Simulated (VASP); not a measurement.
Set up this calculation in VASP 6.6.1, as the native input.

```yaml
Task: single point
Functional: PBE
Dispersion: D3(BJ)
Potentials_or_basis: VASP PAW PBE potentials, release 64 (O, H, Li_sv, Cl)
Cutoff: 520 eV
k_mesh: 1 × 1 × 1
Occupations: fermi-dirac, width 0.05 eV
Spin: no spin polarisation
Dipole_correction: no
Further_INCAR_settings: LREAL = Auto; ALGO = Normal; EDIFF = 1e-06; NBANDS = 56
```

The structure of LiH16ClO8 lies in POSCAR:

```
LiH16ClO8
1.0
    7.1738770000      0.0000000000      0.0000000000
    0.0000000000      7.1738770000      0.0000000000
    0.0000000000      0.0000000000      7.1738770000
O H Li Cl
8 16 1 1
Direct
    0.6869367847      0.3697303425      0.3028348548
    0.5143244023      0.7438097977      0.8798450266
    0.1414576804      0.3645588013      0.9607078571
    0.4444876878      0.1676359938      0.0872610445
    0.8392393681      0.8071367825      0.2489588266
    0.5014303981      0.8968651121      0.4981825030
    0.3974698758      0.2407763612      0.7013920088
    0.9377634994      0.6369916852      0.7487304285
    0.7067587024      0.4796290764      0.2232544550
    0.6299243770      0.2751928978      0.2173998801
    0.5111462045      0.7960967271      0.7488977020
    0.4082729604      0.6706694302      0.9034863575
    0.0558833111      0.4540222811      0.9049918196
    0.2174695775      0.3068772994      0.8592703778
    0.4596677640      0.2158804786     -0.0443274954
    0.4774684595      0.0337474423      0.0817410167
    0.9667436450      0.7571219858      0.2572528077
    0.8086701236      0.7915106434      0.1162411901
    0.4255021378      0.7977137049      0.4507883255
    0.6220346404      0.8746734855      0.4336149059
    0.4139742011      0.3441653655      0.6119703474
    0.4514852987      0.1292188310      0.6402953382
    1.0284536520      0.6918016576      0.6625984806
    0.8610685686      0.5732743954      0.6544160152
    0.1690299402      0.3368471469      0.2230871815
    0.2297363058      0.5983654306      0.3773412898
```

The cell was built by a generator and needn't be a form met in nature.

These files were run (other wordings do the same):

INCAR

```
PREC = Accurate
ENCUT = 520
EDIFF = 1E-6
ISMEAR = -1
SIGMA = 0.05
LREAL = Auto
LASPH = T
NELM = 80
ALGO = Normal
ISIF = 2
LWAVE = F
LCHARG = F
GGA = PE
IVDW = 12
NBANDS = 56
```

KPOINTS

```
regular mesh
0
Gamma
  1 1 1
```

Potentials or basis: VASP PAW PBE potentials, release 64 (O, H, Li_sv, Cl).

Command:

```console
$ cat potpaw_PBE.64/O/POTCAR potpaw_PBE.64/H/POTCAR potpaw_PBE.64/Li_sv/POTCAR potpaw_PBE.64/Cl/POTCAR > POTCAR
$ mpirun -np 1 vasp_gam > vasp.out
```

Results of the run:

```json
{
 "Largest force": "2.549 eV/Å",
 "Band gap on the k mesh": "4.17 eV, direct",
 "Dispersion energy per atom": "-0.032 eV"
}
```

Run time: 28 s on 1 thread of Intel(R) Xeon(R) 6975P-C (Granite Rapids), on a shared host, peak memory 0.37 GiB.
